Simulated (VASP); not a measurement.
Input:

```
Hf5Sc
1.0
    5.56147     0.00000     0.00000
   -2.78073     4.81637     0.00000
    0.00000     0.00000     5.02450
Hf Sc
5 1
Direct
  0.66053   0.00000   0.00000
  0.33947   0.33947   0.00000
  0.00000   0.66053   0.00000
  0.33333   0.66667   0.50000
  0.66667   0.33333   0.50000
  0.00000   0.00000   0.50000
```

Level of theory: PBEsol GGA, VASP's PBE PAW potentials (set 64) (plane waves; VASP). Numerical set-up: 300 eV cut-off, 5×5×5 Γ-centred mesh, Gaussian smearing of 0.10 eV, potentials Hf_pv Sc_sv.

At this cut-off the stress carries a Pulay error, which pulls relaxed volumes low.

Problem. Give the stress tensor in GPa (positive for a compressed cell).

Solution. 
```
-3.83   0.00   0.00
 0.00  -3.83   0.00
 0.00   0.00  -3.30
```
The pressure is its mean diagonal, -3.65 GPa.

The structure comes from a computed database's Hf5Sc entry (P-62m); how it stands against other phases isn't given here. The cell was not relaxed at this level. The electron count is odd and the run is not spin-polarised, which forces a metal.
